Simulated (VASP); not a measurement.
OSZICAR of a VASP run on CeO$_{2}$ (space group Fm-3m):

File OSZICAR:
```
       N       E                     dE             d eps       ncg     rms          rms(c)
DAV:   1     0.429143761832E+03    0.42914E+03   -0.24404E+00  1056   0.192E+01    0.301E+00
DAV:   2     0.428129570705E+03   -0.10142E+01   -0.10270E+01  1560   0.346E+01    0.577E+00
DAV:   3     0.428597895630E+03    0.46832E+00   -0.11479E+00  1424   0.122E+01    0.348E+00
DAV:   4     0.428288442672E+03   -0.30945E+00   -0.10384E-01  1736   0.352E+00    0.423E+00
DAV:   5     0.429836233879E+03    0.15478E+01   -0.57520E-01  1384   0.683E+00    0.209E+00
DAV:   6     0.431295351872E+03    0.14591E+01   -0.75600E-01  1472   0.865E+00    0.146E+00
DAV:   7     0.431187787467E+03   -0.10756E+00   -0.60998E-02  1352   0.285E+00    0.169E+00
DAV:   8     0.431086964754E+03   -0.10082E+00   -0.29770E-01  1304   0.580E+00    0.200E+00
DAV:   9     0.431479286832E+03    0.39232E+00   -0.27614E-02  1416   0.162E+00    0.136E+00
DAV:  10     0.431248013130E+03   -0.23127E+00   -0.40011E-02  1432   0.219E+00    0.109E+00
DAV:  11     0.431454265089E+03    0.20625E+00   -0.14083E-02  1464   0.141E+00    0.525E-01
DAV:  12     0.431607861605E+03    0.15360E+00   -0.10005E-02  1288   0.112E+00    0.107E-01
DAV:  13     0.431712801967E+03    0.10494E+00   -0.12773E-03  1680   0.401E-01    0.103E-01
DAV:  14     0.431662987792E+03   -0.49814E-01   -0.16504E-03  1344   0.382E-01    0.809E-02
DAV:  15     0.431712291309E+03    0.49304E-01   -0.13110E-03  1400   0.372E-01    0.127E-01
DAV:  16     0.431691098593E+03   -0.21193E-01   -0.28626E-04  1600   0.197E-01    0.417E-02
DAV:  17     0.431691584456E+03    0.48586E-03   -0.36001E-05  1648   0.663E-02    0.578E-02
DAV:  18     0.431678357291E+03   -0.13227E-01   -0.57919E-05  1480   0.822E-02    0.184E-02
DAV:  19     0.431674593184E+03   -0.37641E-02   -0.45916E-06  1344   0.236E-02    0.102E-02
DAV:  20     0.431674402023E+03   -0.19116E-03   -0.52539E-07   600   0.978E-03    0.933E-03
DAV:  21     0.431671297587E+03   -0.31044E-02   -0.31489E-06   944   0.180E-02    0.404E-03
DAV:  22     0.431672058156E+03    0.76057E-03   -0.37682E-07   568   0.107E-02    0.539E-03
DAV:  23     0.431671784971E+03   -0.27319E-03   -0.14928E-07   536   0.641E-03    0.181E-03
DAV:  24     0.431671554686E+03   -0.23029E-03   -0.99538E-08   536   0.476E-03    0.289E-03
DAV:  25     0.431671401716E+03   -0.15297E-03   -0.65759E-08   536   0.414E-03    0.113E-03
DAV:  26     0.431671198980E+03   -0.20274E-03   -0.53131E-08   536   0.317E-03    0.398E-04
DAV:  27     0.431671216724E+03    0.17744E-04   -0.30607E-08   536   0.281E-03    0.857E-04
DAV:  28     0.431671224091E+03    0.73670E-05   -0.18522E-08   536   0.205E-03    0.353E-04
DAV:  29     0.431671181919E+03   -0.42172E-04   -0.13252E-08   536   0.163E-03    0.482E-04
DAV:  30     0.431671108883E+03   -0.73036E-04   -0.10679E-08   536   0.155E-03    0.244E-04
DAV:  31     0.431671065386E+03   -0.43497E-04   -0.92296E-09   536   0.119E-03    0.196E-04
DAV:  32     0.431671001615E+03   -0.63771E-04   -0.78754E-09   512   0.111E-03    0.130E-04
DAV:  33     0.431670964261E+03   -0.37353E-04   -0.69017E-09   512   0.100E-03    0.922E-05
DAV:  34     0.431670936660E+03   -0.27602E-04   -0.59786E-09   512   0.926E-04    0.961E-05
DAV:  35     0.431670951165E+03    0.14505E-04   -0.51122E-09   512   0.809E-04    0.839E-05
DAV:  36     0.431670937835E+03   -0.13329E-04   -0.46287E-09   512   0.719E-04    0.394E-05
DAV:  37     0.431670936509E+03   -0.13264E-05   -0.41705E-09   512   0.662E-04    0.478E-05
DAV:  38     0.431670942741E+03    0.62326E-05   -0.39212E-09   512   0.627E-04    0.554E-05
DAV:  39     0.431670933133E+03   -0.96087E-05   -0.34578E-09   512   0.575E-04    0.136E-05
DAV:  40     0.431670934087E+03    0.95381E-06   -0.32353E-09   512   0.537E-04
   1 F= 0.43167093E+03 E0= 0.43167093E+03  d E =-.201078E-11  mag=     0.0000     0.0000     0.0000
       N       E                     dE             ncg
       N       E                     dE             ncg
       N       E                     dE             ncg
       N       E                     dE             ncg
       N       E                     dE             ncg
```

Which electronic solver shows in the log?

It is blocked Davidson (ALGO = Normal, or the opening steps of other solvers). The INCAR had ALGO = Normal.

How was spin treated?

With non-collinear spinors: mag has three components.

Can the final energy be trusted as converged?

The run converged. It stopped with EDIFF = 1E-6, NELM = 200 (modified Becke-Johnson potential (mBJ) with spin-orbit coupling, plane waves, VASP's PBE PAW potentials (set 64)). mBJ is a potential without an energy functional, so only the levels count.

The structure comes from a computed database's CeO2 entry (Fm-3m); how it stands against other phases isn't given here. It was relaxed first. The cell's shape comes from a PBE relaxation.
